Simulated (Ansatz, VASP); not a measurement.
**Ti: VASP beside Ansatz**

One calculation is typed for both programs; each brings its own data sets. How far apart do they land? The structure shown is the end of the Ansatz relaxation below.

Method: plane waves, with VASP 6.6.1 beside it; single point at PBEsol, in Ansatz 0.2.0.

## Step 1: The starting structure

The structure is cubic, space group Im-3m (No. 229). The conventional cell has a = 3.209 Å, b = 3.209 Å, c = 3.209 Å, α = 90.00°, β = 90.00°, γ = 90.00°. Ti has 8 Ti at 2.78 Å nearest.

## Step 2: Ansatz: relaxation, PBEsol

Ansatz runs on its PAW soft_1 files.

This run makes the geometry at which the two programs are then compared.

Input file input.yaml:

```yaml
crystal:
  lattice:
    - [3.209479, 0.0, 0.0]
    - [0.0, 3.209479, 0.0]
    - [0.0, 0.0, 3.209479]
  atoms:
    - { symbol: Ti, position: [0.0, 0.0, 0.0] }
    - { symbol: Ti, position: [0.5, 0.5, 0.5] }
kpoints:
  mp_grid: { grid: [14, 14, 14] }
scf:
  occupations: { method: fermi_dirac, width: 0.05 }
hamiltonian:
  xc: pbesol
  pseudopotentials: { kind: paw, azcp: { folder: soft_1 }, xc_functional: pbe }
basis:
  ecutwfc: 600
output:
  forces: true
  stress: true
relax:
  f_tol: 0.005
  max_steps: 70
  cell: { stress_tol: 0.02, p_target: 0, fix: [a, b, alpha, beta, gamma] }
```

Command:

```console
ansatz run input.yaml --threads 4 --pin off --max-ram 10240MiB --backend cpu --events-out ev --progress --plain --runs-dir out
```

Numbers of over 12 decimals in the logs are rounded to 6 here.

Log:

```text
Warning: crystal.symmetry: narrowed to the stabiliser of the fixed cell quantities (relax.cell.fix) — unitary ops 96 → 32. The narrowing is safe, since a smaller group never makes results wrong: the run goes on under it, on as many k-points as the starting group would need, or more. Excluded: 64 operations that would move a fixed cell quantity at a test strain (relax.cell.fix fixes a, b, alpha, beta, gamma). The cell can leave their symmetry as it relaxes.
Engine: ansatz 0.2.0, x86_64-unknown-linux-gnu
Pseudopotentials: kind: paw
Pseudopotential: Ti, paw, valence charge 12, recommended cutoff 420 eV (normal), soft_1/Ti.paw.azcp
Functional definition: PBEsol
  exchange = pbesol_x
  correlation = pbesol_c
Crystal: 2 atoms, lattice volume = 33.060 Å³
Basis set: ecut = 600 eV, 1141 PW (Γ), exchange–correlation on 54×54×54 points (8 copies of the dense FFT grid, shifted against one another)
Bands: 16, of which v1, the nominal top of the filled ones, is band 12 counted from 1 (11 counted from 0)
Symmetry: 32 space group operations
k-points: 288 of 2744
Non-local potential: Ti, projectors of the file, l = 0: 3, l = 1: 2, l = 2: 3, l = 3: 1
PAW form: soft (Blöchl's): semilocal exchange-correlation on the pseudo side does not see the compensation charge
PAW frozen core: Ti, regenerated for the run's functional, and the local potential with it (the file was generated under x = pbe(κ = 0.804, μ = 0.219515), c = pbe(β = 0.066725))
PAW one-centre angular grid: Ti, 590 points (default); XC on 64 Gauss nodes
Initial density: superposition of atomic densities (chi_scale 0.1, normalization cell)
Initial wavefunctions: pseudopotential atomic-orbital guess
Functional: x = pbesol(κ = 0.804, μ = 0.123457), c = pbesol(β = 0.046)
SCF iter   1: F=—  HF=-4948.014124 eV  |F-HF|=—  |Δ(HF+E_count)|=         —  Δρ=5.89e-2  dr2=1.21e0  ethr=3.10e-3  ⟨swp⟩=3.9  Hψ=18655  notcnv=0
preconditioner: auto → none  [metal: Δε(μ)=0.007 eV  Ē_g=3.328 eV  σ=0.050 eV  W_gap=0.03  n_scr=6 (ndim 8)  ℏωp=18.3 eV  f_vac=0.000  D(μ)=4.06/eV (n_scr^D=56)  sad-step TF]
SCF iter   2: F=—  HF=-4947.726107 eV  |F-HF|=—  |Δ(HF+E_count)|=   2.88e-1  Δρ=3.09e-2  dr2=3.57e-1  ethr=3.10e-3  ⟨swp⟩=2.2  Hψ=8208  notcnv=0
SCF iter   3: F=—  HF=-4947.612989 eV  |F-HF|=—  |Δ(HF+E_count)|=   1.13e-1  Δρ=1.65e-3  dr2=3.19e-4  ethr=1.49e-3  ⟨swp⟩=2.5  Hψ=7910  notcnv=0
SCF iter   4: F=—  HF=-4947.613407 eV  |F-HF|=—  |Δ(HF+E_count)|=   4.18e-4  Δρ=1.53e-4  dr2=3.30e-6  ethr=1.33e-6  ⟨swp⟩=2.2  Hψ=9115  notcnv=0
SCF iter   5: F=—  HF=-4947.613410 eV  |F-HF|=—  |Δ(HF+E_count)|=   3.20e-6  Δρ=4.28e-5  dr2=4.67e-7  ethr=1.38e-8  ⟨swp⟩=2.0  Hψ=6594  notcnv=0
SCF iter   6: F=-4947.613410 eV  HF=-4947.613410 eV  |F-HF|=1.54e-9  |Δ(HF+E_count)|=   1.72e-7  Δρ=2.41e-6  dr2=1.84e-9  ethr=4.17e-10  ⟨swp⟩=4.0  Hψ=14999  notcnv=0
SCF 1 converged in 6 iterations: F = -4947.613410 eV  dr2 = 1.84e-9
  greatest PAW one-centre occupation: 0.999 electrons in one spin orbital (limit 2), on the Ti atom at site 1 (counted from 0), in its partial waves of l = 0
relax step   1: F+E_penalty+E_count = -4947.61341032 eV  Δ(F+E_penalty+E_count) = +0.000e0 eV  max|allowed force component| = 1.257e-30 eV/Å  Δτ_max = 0.0000 Å  P = +0.014 GPa  Ω = 33.060 Å³  fix = [a, b, alpha, beta, gamma]  reactions: a +0.014, b +0.014 GPa  (6 SCF iters, dr2 threshold 1.00e-7 eV, accepted)
Initial density: handed on by an earlier stage of this run
Initial wavefunctions: pseudopotential atomic-orbital guess (no wavefunctions were taken with the density)
iter 1 solved again at ethr=3.14e-10 eV; its pass at ethr=3.10e-3 eV (dr2=7.54e-8 eV) is discarded
SCF iter   1: F=—  HF=-4947.613410 eV  |F-HF|=—  |Δ(HF+E_count)|=         —  Δρ=2.41e-6  dr2=1.83e-9  ethr=3.14e-10  ⟨swp⟩=3.0  Hψ=33045  notcnv=0
preconditioner: auto → none  [metal: Δε(μ)=0.001 eV  Ē_g=3.013 eV  σ=0.050 eV  W_gap=0.01  n_scr=6 (ndim 8)  ℏωp=18.3 eV  f_vac=0.000  D(μ)=4.29/eV (n_scr^D=80)]
SCF iter   2: F=—  HF=-4947.613410 eV  |F-HF|=—  |Δ(HF+E_count)|=   1.33e-8  Δρ=4.03e-7  dr2=2.64e-11  ethr=7.64e-12  ⟨swp⟩=3.0  Hψ=8548  notcnv=0
iter 3 did not close the SCF: its close was put off for the readings that it lacked (scf_convergence_deferred on its scf_iter line)
SCF iter   3: F=-4947.613410 eV  HF=-4947.613410 eV  |F-HF|=1.82e-12  |Δ(HF+E_count)|=  9.09e-13  Δρ=1.45e-7  dr2=1.62e-12  ethr=1.00e-12  ⟨swp⟩=1.0  Hψ=4608  notcnv=0
iter 4 did not close the SCF: its close was put off for the readings that it lacked (scf_convergence_deferred on its scf_iter line)
SCF iter   4: F=-4947.613410 eV  HF=-4947.613410 eV  |F-HF|=1.82e-12  |Δ(HF+E_count)|=  1.82e-12  Δρ=6.59e-9  dr2=4.29e-15  ethr=1.00e-12  ⟨swp⟩=1.0  Hψ=4608  notcnv=0
iter 5 did not close the SCF: its close was put off for the readings that it lacked (scf_convergence_deferred on its scf_iter line)
SCF iter   5: F=-4947.613410 eV  HF=-4947.613410 eV  |F-HF|=1.82e-12  |Δ(HF+E_count)|=  1.82e-12  Δρ=8.49e-10  dr2=1.20e-16  ethr=1.00e-12  ⟨swp⟩=1.0  Hψ=4608  notcnv=0
iter 6 did not close the SCF: its close was put off for the readings that it lacked (scf_convergence_deferred on its scf_iter line)
SCF iter   6: F=-4947.613410 eV  HF=-4947.613410 eV  |F-HF|=1.82e-12  |Δ(HF+E_count)|=  1.82e-12  Δρ=8.60e-11  dr2=1.01e-18  ethr=1.00e-12  ⟨swp⟩=1.0  Hψ=4608  notcnv=0
SCF iter   7: F=-4947.613410 eV  HF=-4947.613410 eV  |F-HF|=0.00e0  |Δ(HF+E_count)|=  9.09e-13  Δρ=1.68e-11  dr2=4.53e-20  ethr=1.00e-12  ⟨swp⟩=1.0  Hψ=10368  notcnv=0
SCF 2 converged in 7 iterations: F = -4947.613410 eV  dr2 = 4.53e-20
relax step   2: F+E_penalty+E_count = -4947.61341032 eV  Δ(F+E_penalty+E_count) = -9.686e-10 eV  max|allowed force component| = 3.008e-30 eV/Å  Δτ_max = 0.0000 Å  P = +0.014 GPa  Ω = 33.060 Å³  fix = [a, b, alpha, beta, gamma]  reactions: a +0.014, b +0.014 GPa  stress off target by 1.43e-2 GPa on what of the cell is left free  SCF on the basis re-selected at this cell (its energy is not comparable with the rows above)  (7 SCF iters)
basis re-selected at this cell: Δ(F+E_penalty+E_count) = -9.686e-10 eV, ΔP = -0.000 GPa vs the last step (what re-selecting the basis moved, of the pressure what is left beyond the Pulay correction that the steps carried, after the strain that the cell walked since its last selection, with what the two solves' SCF thresholds leave and, on support functions, any second-order correction that the steps lacked; it is no  [...]
SCF converged after 7 iterations
Free energy (F): -4947.613410 eV
Harris-Foulkes:  -4947.613410 eV  (|F-HF|=0.00e0)
Internal energy: -4947.577947 eV  (E = F + TS)
E sigma→0 (E₀):  -4947.595679 eV
Entropy (-TS):   -0.035463 eV (-17.732 meV/atom)
Fermi energy:    13.681287 eV
--- Per-component energies (eV) ---
  E_band       = -296.002970
  E_kinetic    = 564.928524
  E_local      = -1693.514136  (includes V_loc(G=0)·N_el)
  E_nonlocal   = 124.636579
  E_hartree    = 673.523020
  E_xc         = -230.939496
  E_vxc        = -290.566718  (∫ρ·V_xc dr)
  E_paw        = -2035.290651  (= ΣΔE_a)
  E_vpaw       = -348.533223  (= ΣTr[D̂ρ^β])
  E_aug_tail   = -0.000036  (compensation charges beyond the density's cutoff)
  E_ewald      = -2351.200520
  E_core_change = 0.278769  (= ΣΔE_core)
  E_smearing   = -0.035463  (= −TS)
  E_closure    = -0.000000  (closes the sum)
  Σ components = -4947.613410   (vs F -4947.613410, Δ=0.00e0)
--- Forces (eV/Å), atoms counted from 1 ---
  atom   1  Ti    -0.00000000    -0.00000000     0.00000000
  atom   2  Ti    -0.00000000     0.00000000     0.00000000
  max |Σ_I F_I| component: 3.85e-30 eV/Å
--- Stress (GPa, compression-positive) ---
        0.014348       0.000000       0.000000
        0.000000       0.014348       0.000000
        0.000000       0.000000       0.014348
  P = ⅓ Tr σ = 0.0143 GPa (0.143 kbar)
--- Relaxed structure (1 steps of the walk, 1 accepted, 1 SCFs on fresh bases) ---
  F+E_penalty+E_count = -4947.61341032 eV   max|allowed force component| = 3.008e-30 eV/Å   (the final SCF, on the basis selected at the relaxed cell)
  cell:  # Å, volume = 33.0601 Å³
    - [3.209479, 0.0, 0.0]
    - [0.0, 3.209479, 0.0]
    - [0.0, 0.0, 3.209479]
  atoms:
    - { symbol: Ti, position: [0.0, 0.0, 0.0] }
    - { symbol: Ti, position: [0.5, 0.5, 0.5] }
```

The column dr2 measures how far the density is from self-consistency, as an energy; F and HF (Harris–Foulkes) agree once it is small.

## Step 3: VASP: single point, PBEsol, pair 1

The same cell, functional, mesh and smearing now go to VASP, with its own data sets.

Lines of VASP's logs that name or quote its potential files are left out, and so is its time.

Input file INCAR:

```
SYSTEM = Ti
PREC = Accurate
ENCUT = 500
EDIFF = 1E-06
NELM = 120
ISMEAR = -1
SIGMA = 0.05
LREAL = .FALSE.
ALGO = Normal
GGA = PS
NBANDS = 18
LASPH = .TRUE.
LORBIT = 11
LWAVE = .FALSE.
LCHARG = .FALSE.
ISIF = 2
GGA_COMPAT = .FALSE.
KPAR = 2
```

Input file POSCAR:

```
Ti
1.0
    3.2094790000      0.0000000000      0.0000000000
    0.0000000000      3.2094790000      0.0000000000
    0.0000000000      0.0000000000      3.2094790000
Ti
2
Direct
    0.0000000000      0.0000000000      0.0000000000
    0.5000000000      0.5000000000      0.5000000000
```

Input file KPOINTS:

```
Automatic mesh
0
Gamma
14 14 14
0 0 0
```

Potentials, in the order of the species: Ti_sv (PBE family, release 64).

Command:

```console
mpirun -np 2 vasp_std
```

Log:

```text
[banner, memory and clock lines left out]
running    2 mpi-ranks, on    1 nodes
 distrk:  each k-point on    1 cores,    2 groups
 distr:  one band on    1 cores,    1 groups

 POSCAR found type information on POSCAR Ti
 POSCAR found :  1 types and       2 ions
|                                                                             |
|               ----> ADVICE to this user running VASP <----                  |
|                                                                             |
|     You enforced a specific xc type in the INCAR file but a different       |
|     [... a line on the potential file left out ...]
|     I HOPE YOU KNOW WHAT YOU ARE DOING!                                     |
|                                                                             |

 LDA part: xc-table for (Slater+PW92), standard interpolation
 POSCAR, INCAR and KPOINTS ok, starting setup
 FFT: planning ... GRIDC
 FFT: planning ... GRID_SOFT
 FFT: planning ... GRID
 WAVECAR not read
 entering main loop
       N       E                     dE             d eps       ncg     rms          rms(c)
DAV:   1     0.246526395125E+03    0.24653E+03   -0.12496E+04  4320   0.162E+03
DAV:   2     0.529241739209E+01   -0.24123E+03   -0.23818E+03  4380   0.446E+02
DAV:   3    -0.178978602714E+02   -0.23190E+02   -0.22835E+02  8048   0.121E+02
DAV:   4    -0.186145829133E+02   -0.71672E+00   -0.71572E+00  5136   0.208E+01
DAV:   5    -0.186449271468E+02   -0.30344E-01   -0.30339E-01  6776   0.323E+00    0.128E+01
DAV:   6    -0.164626857148E+02    0.21822E+01   -0.83803E+00  5078   0.300E+01    0.309E+00
DAV:   7    -0.164655502049E+02   -0.28645E-02   -0.65450E-01  6472   0.597E+00    0.200E+00
DAV:   8    -0.164990523936E+02   -0.33502E-01   -0.25137E-01  5082   0.597E+00    0.856E-01
DAV:   9    -0.164880897970E+02    0.10963E-01   -0.58612E-02  5034   0.277E+00    0.877E-02
DAV:  10    -0.164884900581E+02   -0.40026E-03   -0.26714E-03  6028   0.370E-01    0.691E-02
DAV:  11    -0.164884831115E+02    0.69465E-05   -0.19026E-04  6002   0.114E-01    0.255E-02
DAV:  12    -0.164884782705E+02    0.48410E-05   -0.17700E-05  5128   0.393E-02    0.637E-03
DAV:  13    -0.164884774431E+02    0.82746E-06   -0.17605E-06  3586   0.871E-03
   1 F= -.16488477E+02 E0= -.16470705E+02  d E =-.355440E-01
```

OUTCAR, selected parts (step 3):

```text
ion  position               nearest neighbor table
   1  0.000  0.000  0.000-   2 2.78   2 2.78   2 2.78   2 2.78   2 2.78   2 2.78   2 2.78   2 2.78

  LATTYP: Found a simple cubic cell.
 ALAT       =     3.2094790000

 Subroutine GETGRP returns: Found 48 space group operations
 (whereof 48 operations were pure point group operations)

The static configuration has the point symmetry O_h .

 Found    120 irreducible k-points:

   k-points           NKPTS =    120   k-points in BZ     NKDIM =    120   number of bands    NBANDS=     18

   dimension x,y,z NGX =    24 NGY =   24 NGZ =   24
   dimension x,y,z NGXF=    48 NGYF=   48 NGZF=   48

   ENCUT  =  500.0 eV  36.75 Ry    6.06 a.u.   5.85  5.85  5.85*2*pi/ulx,y,z

   NELECT =      24.0000    total number of electrons

 k-points in reciprocal lattice and weights: Automatic mesh
   0.00000000  0.00000000  0.00000000       0.000
   0.07142857  0.00000000  0.00000000       0.002
   0.14285714  0.00000000  0.00000000       0.002
   0.21428571  0.00000000  0.00000000       0.002
   0.28571429  0.00000000  0.00000000       0.002
   0.35714286  0.00000000  0.00000000       0.002
   0.42857143  0.00000000  0.00000000       0.002
   0.50000000  0.00000000  0.00000000       0.001
   0.07142857  0.07142857  0.00000000       0.004
[...]
0.50000000  0.50000000  0.42857143       0.002
   0.50000000  0.50000000  0.50000000       0.000

 average (electrostatic) potential at core
       1 -71.5596       2 -71.5596

 E-fermi :   8.4755

 k-point     1 :       0.0000    0.0000    0.0000
  band No.  band energies     occupation
    ...
      7     -23.6102      2.00000
      8     -23.6102      2.00000
      9       2.4218      2.00000
     10       6.2029      2.00000
     11       6.2029      2.00000
     12       9.5054      0.00000
     13       9.5054      0.00000
     14       9.5054      0.00000
     15      11.3891      0.00000
     16      11.3891      0.00000
    ...

 k-point     2 :       0.0714    0.0000    0.0000
  band No.  band energies     occupation
    ...
      7     -23.6165      2.00000
      8     -23.6165      2.00000
      9       2.5141      2.00000
     10       6.2521      2.00000
     11       6.2542      2.00000
     12       9.4959      0.00000
     13       9.4959      0.00000
     14       9.5398      0.00000
     15      11.3054      0.00000
     16      11.4198      0.00000
    ...

 k-point     3 :       0.1429    0.0000    0.0000
  band No.  band energies     occupation
    ...
      7     -23.6354      2.00000
      8     -23.6354      2.00000
      9       2.7852      2.00000
     10       6.3842      2.00000
     11       6.4068      2.00000
     12       9.4733      0.00000
     13       9.4733      0.00000
     14       9.6421      0.00000
     15      11.0621      0.00000
     16      11.5076      0.00000
    ...

  Total       -0.0433762     -0.0433762     -0.0433762     -0.0000000      0.0000000      0.0000000
  in kB       -2.1021240     -2.1021240     -2.1021240     -0.0000000      0.0000000      0.0000000
  external PRESSURE =      -2.1021240 kB  Pullay stress =       0.0000000 kB

  energy-cutoff  :      500.00
  volume of cell :       33.06
      direct lattice vectors                 reciprocal lattice vectors
     3.209479000  0.000000000  0.000000000     0.311577050  0.000000000  0.000000000
     0.000000000  3.209479000  0.000000000     0.000000000  0.311577050  0.000000000
     0.000000000  0.000000000  3.209479000     0.000000000  0.000000000  0.311577050

 POSITION                                       TOTAL-FORCE (eV/Angst)
 -----------------------------------------------------------------------------------
      0.00000      0.00000      0.00000        -0.000000     -0.000000     -0.000000
      1.60474      1.60474      1.60474         0.000000      0.000000      0.000000
 -----------------------------------------------------------------------------------
    total drift:                                0.000000      0.000000     -0.000000

  FREE ENERGIE OF THE ION-ELECTRON SYSTEM (eV)
  ---------------------------------------------------
  free  energy   TOTEN  =       -16.4884774431 eV

  energy  without entropy=      -16.4529334529  energy(sigma->0) =      -16.47070545

 total charge
# of ion       s       p       d       tot
------------------------------------------
    1        2.254   6.119   1.956  10.329
    2        2.254   6.119   1.956  10.329
--------------------------------------------------
tot          4.509  12.238   3.911  20.659

[... 3 further parts left out ...]
```

The run ends at a pressure of -0.21 GPa.

## Step 4: Comparison

Known differences besides the potentials themselves: the cutoff is 600 eV in Ansatz and 500 eV in VASP; Ansatz makes its cores anew for this functional, VASP keeps those of its PBE data sets; Ansatz's pressure holds a Pulay correction, VASP's none. Total energies have different zeros and are not compared.

Compared:

| quantity | Ansatz | VASP | difference |
| --- | --- | --- | --- |
| pressure (GPa) | 0.01 | -0.21 | +0.22 |

## Step 5: Ansatz: relaxation, PBEsol

This run makes the geometry at which the two programs are then compared. The cell compared in this pair holds 32.91 Å³, against 33.06 Å³ for the pair before.

The structure compared here is the end of the Ansatz relaxation.

input.yaml, the sections that differ from step 2:

```yaml
crystal:
  lattice:
    - [3.24157379, 0.0, 0.0]
    - [0.0, 3.24157379, 0.0]
    - [0.0, 0.0, 3.190222126]
  atoms:
    - { symbol: Ti, position: [0.0, 0.0, 0.0] }
    - { symbol: Ti, position: [0.5, 0.5, 0.5] }
kpoints:
  mp_grid: { grid: [13, 13, 14] }
# scf, hamiltonian, basis, output, relax: as in step 2
```

Command:

```console
ansatz run input.yaml --threads 4 --pin off --max-ram 10240MiB --backend cpu --events-out ev --progress --plain --runs-dir out
```

Log:

```text
[...]
Crystal: 2 atoms, lattice volume = 33.522 Å³
Basis set: ecut = 600 eV, 1125 PW (Γ), exchange–correlation on 54×54×54 points (8 copies of the dense FFT grid, shifted against one another)
Bands: 16, of which v1, the nominal top of the filled ones, is band 12 counted from 1 (11 counted from 0)
Symmetry: 32 space group operations
[...]
k-points: 224 of 2366
[...]
0.859586       0.000000       0.000000
        0.000000       0.859586       0.000000
        0.000000       0.000000       0.008245
  P = ⅓ Tr σ = 0.5758 GPa (5.758 kbar)
--- Relaxed structure (3 steps of the walk, 3 accepted, 1 SCFs on fresh bases) ---
[...]
cell:  # Å, volume = 32.9089 Å³
    - [3.24157379, 0, 0.0]
    - [0, 3.24157379, 0.0]
    - [0.0, 0.0, 3.131850]
  atoms:
    - { symbol: Ti, position: [0.0, 0.0, 0.0] }
    - { symbol: Ti, position: [0.5, 0.5, 0.5] }
[key lines of the parts left out:]
SCF converged after 7 iterations
Free energy (F): -4947.615191 eV
Fermi energy:    13.762728 eV
```

[end of part 1 of 2]

[Lines on the potential files, build, host, timing and source positions are cut from VASP's logs without a mark.]

[Logs are printed without paths, hosts, clocks, repeated set-up lines and the standing remarks that a program may print on its own settings, such as how far it seeks lower states.]

[Hosts, paths, dates, database ids (printed as entryN), source tags and the programs' standing remarks are cut or masked in the printed files.]
